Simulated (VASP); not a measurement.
Consider the following.

```
CELL_PARAMETERS angstrom
      0.00000     2.00272     2.00272
      2.00272     0.00000     2.00272
      2.00272     2.00272     0.00000
ATOMIC_POSITIONS crystal
  Al 0.00000 0.00000 0.00000
```

Computed with PBE GGA, VASP's PBE PAW potentials (set 64) (plane waves; VASP 6.6.1). Settings: 300 eV cut-off, 14×14×14 Γ-centred mesh, Fermi-Dirac smearing of 0.10 eV, potentials Al.

Question: Estimate the energy per atom (σ→0), pressure, band gap (on the k-mesh) with the smallest direct gap where there is one.

Answer: 
| Item | Result |
|---|---|
| band gap (on the k-mesh) | none (metal, semimetal or under 0.01 eV) |
| energy per atom (σ→0) | -360.1 kJ/mol of atoms |
| pressure | 1.96 GPa |

Only differences to runs with the same potentials and settings are physical.

The structure is a typed Al crystal (Fm-3m). The cell was not relaxed at this level.
